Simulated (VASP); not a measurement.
Given:

```xyz
2
Lattice="0.0000 2.4580 2.4580 2.4580 0.0000 2.4580 2.4580 2.4580 0.0000" Properties=species:S:1:pos:R:3 pbc="T T T"
Be     0.0000     0.0000     0.0000
S      1.2290     1.2290     1.2290
```

Calculation: RPBE GGA, VASP's PBE PAW potentials (set 64) (plane waves; VASP). Settings: 520 eV cut-off, Gaussian smearing of 0.050 eV, potentials Be S.

Q: Give the energies of bands 2 to 7 at the high-symmetry points, in eV from the valence-band maximum.

A: 
| band | Γ | X | U | L | W |
|---|---|---|---|---|---|
| 2 | 0.00 | -4.80 | -4.36 | -5.50 | -4.10 |
| 3 | 0.00 | -2.49 | -3.84 | -0.97 | -3.63 |
| 4 | 0.00 | -2.49 | -2.06 | -0.97 | -3.12 |
| 5 | 5.70 | 3.31 | 4.50 | 5.41 | 6.53 |
| 6 | 5.74 | 5.01 | 7.52 | 6.62 | 8.21 |
| 7 | 5.74 | 12.54 | 10.42 | 6.62 | 8.38 |

The gap is indirect, 3.31 eV, from the valence maximum at Γ to the conduction minimum at X.

The compound is BeS in the zinc blende structure. It was relaxed first.
